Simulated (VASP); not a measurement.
Level of theory: rev-vdW-DF2, VASP's PBE PAW potentials (set 64) (plane waves; VASP).

VASP input:

**INCAR**
```
SYSTEM = C
PREC = Accurate
ENCUT = 520
EDIFF = 1E-7
NELM = 100
ALGO = Normal
LREAL = .FALSE.
LASPH = .TRUE.
ISMEAR = 0
SIGMA = 0.05
GGA = MK
PARAM1 = 0.1234568
PARAM2 = 0.7114
ZAB_VDW = -1.8867
LUSE_VDW = .TRUE.
AGGAC = 0.0
LWAVE = .FALSE.
LCHARG = .FALSE.
ISIF = 2
```

File KPOINTS:
```
Automatic mesh
0
Gamma
13 13 13
0 0 0
```

### POSCAR
```
C
1.0
  0.0000000000   1.7662188161   1.7662188161
  1.7662188161   0.0000000000   1.7662188161
  1.7662188161   1.7662188161   0.0000000000
C
2
Cart
  0.0000000000   0.0000000000   0.0000000000
  0.8831094081   0.8831094081   0.8831094081
```

POTCAR, in this order: C (PBE.64 set). Program: vasp_std.

Question: Predict the energy per atom (σ→0), pressure.

Answer: 
```yaml
energy per atom (σ→0): -8.241 eV/atom
pressure: 14.10 GPa
```

**OSZICAR**
```
...
DAV:   5    -0.172116584930E+02   -0.26189E-07   -0.26189E-07  1384   0.434E-03    0.581E+00
DAV:   6    -0.166693380344E+02    0.54232E+00   -0.43305E-01  1384   0.526E+00    0.346E+00
DAV:   7    -0.164806684778E+02    0.18867E+00   -0.50931E-01  1616   0.572E+00    0.784E-01
DAV:   8    -0.164812851735E+02   -0.61670E-03   -0.17444E-03  1376   0.514E-01    0.303E-02
DAV:   9    -0.164813051171E+02   -0.19944E-04   -0.14865E-05  1912   0.498E-02    0.300E-02
DAV:  10    -0.164813106875E+02   -0.55704E-05   -0.47491E-06  1384   0.268E-02    0.587E-03
DAV:  11    -0.164813106261E+02    0.61375E-07   -0.10370E-07  1680   0.301E-03
   1 F= -.16481311E+02 E0= -.16481311E+02  d E =-.115498E-12
```

The compound is C in the diamond structure. This cell is one point of a volume scan, at 0.97 of the reference volume.
